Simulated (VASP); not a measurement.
# Zn2CdN2 (P3m1) in VASP: a series of runs

One crystal, Zn2CdN2, is run at these levels: PBE; tasks: single point.

Everything below comes from runs of VASP 6.6.1. Logs are shortened: lines on timing, memory, paths and dates and some standing lists are left out, and cuts for length are marked.

## 1. Starting point

It takes space group P3m1 (No. 156, trigonal). The conventional cell has a = 3.468 Å, b = 3.468 Å, c = 6.111 Å, α = 90.00°, β = 90.00°, γ = 120.00°. Cd (site symmetry 3m) is surrounded by 6 N at 2.52 to 2.64 Å and 3 Zn at 2.87 Å. Zn (site symmetry 3m) has 4 N at 2.07 to 2.33 Å as nearest neighbours. Around Zn (site symmetry 3m) lie 4 N at 2.07 to 2.33 Å. N (site symmetry 3m) has 4 Zn at 2.07 to 2.33 Å as nearest neighbours. Around N (site symmetry 3m) lie 4 Zn at 2.07 to 2.33 Å.

The cell comes from a database or a generator and needn't be the stable form of this composition.

## 2. Single point, PBE

INCAR reads:

```
SYSTEM = Zn2CdN2
ALGO = Normal
EDIFF = 1E-7
ENCUT = 520
GGA = PE
ISIF = 2
ISMEAR = 0
LASPH = .TRUE.
LCHARG = .FALSE.
LREAL = .FALSE.
LWAVE = .FALSE.
NBANDS = 31
NELM = 100
PREC = Accurate
SIGMA = 0.02
```

KPOINTS reads:

```
k-points
0
G
  9 9 4
  0 0 0
```

POSCAR reads:

```
Zn2CdN2
1.0
    3.4684690724      0.0000000000      0.0000000000
   -1.7342345362      3.0037823289      0.0000000000
    0.0000000000      0.0000000000      6.1113010189
Cd Zn N
1 2 2
Direct
    0.0000000000      0.0000000000      0.5163631279
    0.3333333333      0.6666666667      0.8518700000
    0.6666666667      0.3333333333      0.1481300000
    0.3333333333      0.6666666667      0.2339370000
    0.6666666667      0.3333333333      0.7660630000
```

Potentials or basis: VASP PAW PBE potentials, release 64 (Cd, Zn, N).

Launch:

```console
$ cat potpaw_PBE.64/Cd/POTCAR potpaw_PBE.64/Zn/POTCAR potpaw_PBE.64/N/POTCAR > POTCAR
$ mpirun -np 1 vasp_std > vasp.out
```

OUTCAR:

```text
SYSTEM = Zn2CdN2
   EDIFF = 1E-7
   ENCUT = 520
   GGA = PE
   ISIF = 2
   ISMEAR = 0
   LASPH = .TRUE.
   LREAL = .FALSE.
   NELM = 100
   PREC = Accurate

 ion  position               nearest neighbor table
   1  0.000  0.000  0.516-   5 2.52   5 2.52   5 2.52   4 2.64   4 2.64   4 2.64   2 2.87   2 2.87
                             2 2.87   3 3.01   3 3.01   3 3.01
   2  0.333  0.667  0.852-   5 2.07   5 2.07   5 2.07   4 2.33   3 2.70   3 2.70   3 2.70   1 2.87
                             1 2.87   1 2.87
   3  0.667  0.333  0.148-   4 2.07   4 2.07   4 2.07   5 2.33   2 2.70   2 2.70   2 2.70   1 3.01
                             1 3.01   1 3.01
   4  0.333  0.667  0.234-   3 2.07   3 2.07   3 2.07   2 2.33   1 2.64   1 2.64   1 2.64
   5  0.667  0.333  0.766-   2 2.07   2 2.07   2 2.07   3 2.33   1 2.52   1 2.52   1 2.52

  LATTYP: Found a hexagonal cell.
 ALAT       =     3.4684690724
 C/A-ratio  =     1.7619592077

  Lattice vectors:

 A1 = (   3.4684690724,   0.0000000000,   0.0000000000)
 A2 = (  -1.7342345362,   3.0037823289,   0.0000000000)
 A3 = (   0.0000000000,   0.0000000000,   6.1113010189)

Analysis of symmetry for initial positions (statically):
=====================================================================
 Subroutine PRICEL returns:
 Original cell was already a primitive cell.

 Routine SETGRP: Setting up the symmetry group for a
 hexagonal supercell.

 Subroutine GETGRP returns: Found  6 space group operations
 (whereof  6 operations were pure point group operations)
 out of a pool of 24 trial point group operations.

The static configuration has the point symmetry C_3v.

Analysis of symmetry for dynamics (positions and initial velocities):
=====================================================================
 Subroutine PRICEL returns:
 Original cell was already a primitive cell.

 Routine SETGRP: Setting up the symmetry group for a
 hexagonal supercell.

 Subroutine GETGRP returns: Found  6 space group operations
 (whereof  6 operations were pure point group operations)
 out of a pool of 24 trial point group operations.

The dynamic configuration has the point symmetry C_3v.

 Subroutine INISYM returns: Found  6 space group operations
 (whereof  6 operations are pure point group operations),
 and found     1 'primitive' translations

----------------------------------------------------------------------------------------

                                     Primitive cell

  volume of cell :      63.6707

  direct lattice vectors                    reciprocal lattice vectors
     3.468469072  0.000000000  0.000000000     0.288311638  0.166456802  0.000000000
    -1.734234536  3.003782329  0.000000000     0.000000000  0.332913604  0.000000000
     0.000000000  0.000000000  6.111301019     0.000000000  0.000000000  0.163631279

  length of vectors
     3.468469072  3.468469072  6.111301019     0.332913604  0.332913604  0.163631279

  position of ions in fractional coordinates (direct lattice)
     0.000000000  0.000000000  0.516363128
     0.333333333  0.666666667  0.851870000
     0.666666667  0.333333333  0.148130000
     0.333333333  0.666666667  0.233937000
     0.666666667  0.333333333  0.766063000

  ion indices of the primitive-cell ions
   primitive index   ion index
                 1           1
                 2           2
                 3           3
                 4           4
                 5           5

----------------------------------------------------------------------------------------

 KPOINTS: k-points

Automatic generation of k-mesh.
 Grid dimensions read from file:
 generate k-points for:    9    9    4

 Generating k-lattice:

  Cartesian coordinates                     Fractional coordinates (reciprocal lattice)
     0.032034626  0.018495200  0.000000000     0.111111111 -0.000000000  0.000000000
     0.000000000  0.036990400  0.000000000     0.000000000  0.111111111  0.000000000
     0.000000000  0.000000000  0.040907820     0.000000000  0.000000000  0.250000000

  Length of vectors
     0.036990400  0.036990400  0.040907820

  Shift w.r.t. Gamma in fractional coordinates (k-lattice)
     0.000000000  0.000000000  0.000000000

 Subroutine IBZKPT returns following result:
 ===========================================

 Found     43 irreducible k-points:

 Following reciprocal coordinates:
            Coordinates               Weight
  0.000000  0.000000  0.000000      1.000000
  0.111111 -0.000000  0.000000      6.000000
  0.222222  0.000000  0.000000      6.000000
  0.333333 -0.000000  0.000000      6.000000
  0.444444  0.000000  0.000000      6.000000
  0.111111  0.111111  0.000000      6.000000
[... 16 lines left out ...]
  0.222222  0.111111  0.250000     12.000000
 -0.111111  0.333333  0.250000     12.000000
 [... further k-points ...]
   k-points           NKPTS =     43   k-points in BZ     NKDIM =     43   number of bands    NBANDS=     31
   number of dos      NEDOS =    301   number of ions     NIONS =      5
   total plane-waves  NPLWV =  37632
   dimension x,y,z NGX =    28 NGY =   28 NGZ =   48
   dimension x,y,z NGXF=    56 NGYF=   56 NGZF=   96
   ions per type =               1   2   2
   NGX,Y,Z   is equivalent  to a cutoff of  13.42, 13.42, 13.06 a.u.
   NGXF,Y,Z  is equivalent  to a cutoff of  26.84, 26.84, 26.11 a.u.
 SYSTEM =  Zn2CdN2
   PREC   = accura    normal or accurate (medium, high low for compatibility)
   ISTART =      0    job   : 0-new  1-cont  2-samecut
   ICHARG =      2    charge: 1-file 2-atom 10-const
   ISPIN  =      1    spin polarized calculation?
   LNONCOLLINEAR =      F non collinear calculations
   LSORBIT =      F    spin-orbit coupling
   LASPH  =      T    aspherical Exc in radial PAW
   ENCUT  =  520.0 eV  38.22 Ry    6.18 a.u.   6.45  6.45 11.36*2*pi/ulx,y,z
   NELM   =    100;   NELMIN=  2; NELMDL= -5     # of ELM steps
   EDIFF  = 0.1E-06   stopping-criterion for ELM
   LREAL  =      F    real-space projection
   EDIFFG = 0.1E-05   stopping-criterion for IOM
   NSW    =      0    number of steps for IOM
   IBRION =     -1    ionic relax: 0-MD 1-quasi-New 2-CG
   NFREE  =      0    steps in history (QN), initial steepest desc. (CG)
   ISIF   =      2    stress and relaxation
   ISYM   =      2    0-nonsym 1-usesym 2-fastsym
   POTIM  = 0.5000    time-step for ionic-motion
   TEBEG  =    0.0;   TEEND  =   0.0 temperature during run
   PSTRESS=    0.0 pullay stress
   NELECT =      46.0000    total number of electrons
   NUPDOWN=      -1.0000    fix difference up-down
   EMIN   =  10.00;   EMAX   =-10.00  energy-range for DOS
   EFERMI =   0.00;   METHOD = LEGACY
   ISMEAR =     0;   SIGMA  =   0.02  broadening in eV -4-tet -1-fermi 0-gaus
   EFERMI_NEDOS =   21; number of points for ismear=-14 and -15
   IALGO  =     38    algorithm
   IMIX   =      4    mixing-type and parameters
     AMIX     =   0.40;   BMIX     =  1.00
     AMIX_MAG =   1.60;   BMIX_MAG =  1.00
  volume/ion in A,a.u.               =      12.73        85.93
  Fermi-wavevector in a.u.,A,eV,Ry     =   1.468974  2.775958 29.359804  2.157885
  Thomas-Fermi vector in A             =   2.584407
   LORBIT       =      0    0 simple, 1 ext, 2 COOP (PROOUT), +10 PAW based schemes
   GGA     = PE    functional components
   LHFCALC =     F    Hartree Fock is set to
   AEXX    =    0.0000 exact exchange contribution
   IVDW    =     0    specifies the selected vdW correction
   LEPSILON=     F    determine dielectric tensor
   LRPA    =     F    only Hartree local field effects (RPA)
 non-spin polarized calculation
 Gauss-broadening in eV      SIGMA  =   0.02
  energy-cutoff  :      520.00
  volume of cell :       63.67
 maximum number of plane-waves:      1738
 NGX is ok and might be reduce to    28
   NGX = 13   NGY = 13   NGZ = 23

 number of electron      46.0000007 magnetization

 Free energy of the ion-electron system (eV)
  ---------------------------------------------------
  ext. energy  EPLUGINS =         0.00000000
  ---------------------------------------------------
  free energy    TOTEN  =       -18.00980546 eV

  energy without entropy =      -18.00973580  energy(sigma->0) =      -18.00977063

 E-fermi :   3.0933     XC(G=0): -11.6171

 val. band max:        3.0933134657   @ k =   0.0000   0.0000   0.5000
 cond. band min:       3.0933142628   @ k =   0.0000   0.0000   0.5000
 fundamental gap:      0.0000007971
 Fermi energy:         3.0933138676

 k-point     1 :       0.0000    0.0000    0.0000
  band No.  band energies     occupation
      1     -11.8639      2.00000
      2     -10.7662      2.00000
      3      -5.5130      2.00000
      4      -5.3456      2.00000
      5      -5.3456      2.00000
      6      -5.1482      2.00000
[... 23 lines left out ...]
     30      12.9803      0.00000
     31      12.9803      0.00000

 k-point     2 :       0.1111   -0.0000    0.0000
  band No.  band energies     occupation
      1     -11.7589      2.00000
      2     -10.7187      2.00000
      3      -5.4654      2.00000
      4      -5.3505      2.00000
      5      -5.2955      2.00000
      6      -5.1655      2.00000
[... 23 lines left out ...]
     30      12.2390      0.00000
     31      13.1402      0.00000

 k-point     3 :       0.2222    0.0000    0.0000
  band No.  band energies     occupation
      1     -11.4758      2.00000
      2     -10.5964      2.00000
      3      -5.4571      2.00000
      4      -5.3327      2.00000
      5      -5.2363      2.00000
      6      -5.1549      2.00000
[... 23 lines left out ...]
     30      12.4668      0.00000
     31      12.9306      0.00000

 k-point     4 :       0.3333   -0.0000    0.0000
  band No.  band energies     occupation
      1     -11.1176      2.00000
      2     -10.4528      2.00000
      3      -5.5468      2.00000
      4      -5.3531      2.00000
      5      -5.2760      2.00000
      6      -5.0717      2.00000
[... 23 lines left out ...]
     30      12.1494      0.00000
     31      13.1424      0.00000

 k-point     5 :       0.4444    0.0000    0.0000
  band No.  band energies     occupation
      1     -10.8582      2.00000
      2     -10.3542      2.00000
      3      -5.6537      2.00000
      4      -5.3449      2.00000
      5      -5.3056      2.00000
      6      -5.0395      2.00000
[... 23 lines left out ...]
     30      11.6810      0.00000
     31      13.4954      0.00000
[... 542 lines left out ...]
     30      11.8571      0.00000
     31      12.9198      0.00000

 k-point    22 :       0.1111    0.1111    0.2500
  band No.  band energies     occupation
      1     -11.4912      2.00000
      2     -10.7252      2.00000
      3      -5.4350      2.00000
      4      -5.3667      2.00000
      5      -5.2301      2.00000
      6      -5.1952      2.00000
[... 23 lines left out ...]
     30      11.8459      0.00000
     31      13.0044      0.00000

 k-point    23 :       0.2222    0.1111    0.2500
  band No.  band energies     occupation
      1     -11.2077      2.00000
      2     -10.5300      2.00000
      3      -5.5047      2.00000
      4      -5.3425      2.00000
      5      -5.2321      2.00000
      6      -5.1874      2.00000
[... 23 lines left out ...]
     30      11.3940      0.00000
     31      13.0193      0.00000

 k-point    24 :      -0.1111    0.3333    0.2500
  band No.  band energies     occupation
      1     -11.1907      2.00000
      2     -10.5564      2.00000
      3      -5.4825      2.00000
      4      -5.3324      2.00000
      5      -5.2495      2.00000
      6      -5.1542      2.00000
[... 23 lines left out ...]
     30      11.3144      0.00000
     31      12.8541      0.00000

 [... further k-points ...]
[... 5 lines left out ...]
  --------------------------------------------------------------------------------------
  -------------------------------------------------------------------------------------
  Total        0.0404674      0.0404674     -0.0137314      0.0000000      0.0000000      0.0000000
  in kB        1.0182998      1.0182998     -0.3455294      0.0000000      0.0000000      0.0000000
  external PRESSURE =       0.5636901 kB  Pullay stress =       0.0000000 kB

 VOLUME and BASIS-vectors are now :
 -----------------------------------------------------------------------------
  energy-cutoff  :      520.00
  volume of cell :       63.67
      direct lattice vectors                 reciprocal lattice vectors
     3.468469072  0.000000000  0.000000000     0.288311638  0.166456802  0.000000000
    -1.734234536  3.003782329  0.000000000     0.000000000  0.332913604  0.000000000
     0.000000000  0.000000000  6.111301019     0.000000000  0.000000000  0.163631279

 POSITION                                       TOTAL-FORCE (eV/Angst)
 -----------------------------------------------------------------------------------
      0.00000      0.00000      3.15565         0.000000     -0.000000     -0.787494
     -0.00000      2.00252      5.20603        -0.000000      0.000000      0.402083
      1.73423      1.00126      0.90527        -0.000000     -0.000000      0.380267
     -0.00000      2.00252      1.42966         0.000000     -0.000000     -0.032018
      1.73423      1.00126      4.68164         0.000000     -0.000000      0.037161
 -----------------------------------------------------------------------------------
    total drift:                               -0.000000      0.000000     -0.000153

  FREE ENERGIE OF THE ION-ELECTRON SYSTEM (eV)
  ---------------------------------------------------
  free  energy   TOTEN  =       -18.0098054564 eV

  energy  without entropy=      -18.0097358033  energy(sigma->0) =      -18.00977063
```

Wall time 90 s (1 thread of Intel Xeon Platinum 8259CL at 2.50GHz (Skylake/Cascade Lake), shared host); peak memory 0.23 GiB.

What came out:

```
Free energy            : -18.0098 eV
Pressure               : 0.1 GPa
Largest force          : 0.787 eV/Å
Band gap on the k mesh : none (metal or under the smearing width)
```

Forces on the atoms (eV/Å):
```
Cd   0.000  0.000 -0.787
Zn   0.000  0.000  0.402
Zn   0.000  0.000  0.380
N    0.000  0.000 -0.032
N    0.000  0.000  0.037
```

## 3. Single point, PBE

INCAR reads:

```
PREC = Accurate ; ENCUT = 520
EDIFF = 1E-6 ; ISMEAR = 0
SIGMA = 0.02 ; LREAL = F
LASPH = T ; NELM = 100
ALGO = Normal ; ISIF = 2
LWAVE = F ; LCHARG = T
GGA = PE ; LELF = T
LVHAR = T ; NBANDS = 31
```

KPOINTS reads:

```
regular mesh
0
Gamma
  9 9 4
```

POSCAR, as its differences from that of step 2:

```diff
@@ -8,3 +8,3 @@
 Direct
-    0.0000000000      0.0000000000      0.5163631279
+    0.0000000000      0.0000000000      0.5000000000
     0.3333333333      0.6666666667      0.8518700000
```

Potentials or basis: VASP PAW PBE potentials, release 64 (Cd, Zn, N).

Launch:

```console
$ cat potpaw_PBE.64/Cd/POTCAR potpaw_PBE.64/Zn/POTCAR potpaw_PBE.64/N/POTCAR > POTCAR
$ mpirun -np 1 vasp_std > vasp.out
```

Run time: 81 s. Hardware: 1 thread of Intel Xeon Platinum 8259CL at 2.50GHz (Skylake/Cascade Lake), shared host; peak memory 0.23 GiB.

Results (log left out):

```yaml
Free_energy: -18.0491 eV
Pressure: -0.2 GPa
Largest_force: 0.010 eV/Å
Band_gap_on_the_k_mesh: none (metal or under the smearing width)
```

Forces on the atoms (eV/Å):
```
Cd   0.000  0.000  0.000
Zn   0.000  0.000 -0.009
Zn   0.000  0.000  0.009
N    0.000  0.000 -0.010
N    0.000  0.000  0.010
```

Levels at points of the mesh, in eV from the Fermi level:
```
           k point  band 21  band 22  band 23  band 24  band 25  band 26
(0.00, 0.00, 0.00)    -0.45    -0.45    -0.22    -0.22     2.19     5.55
(0.00, 0.00, 0.50)    -0.63     0.00     0.00     1.35     1.78     5.85
```
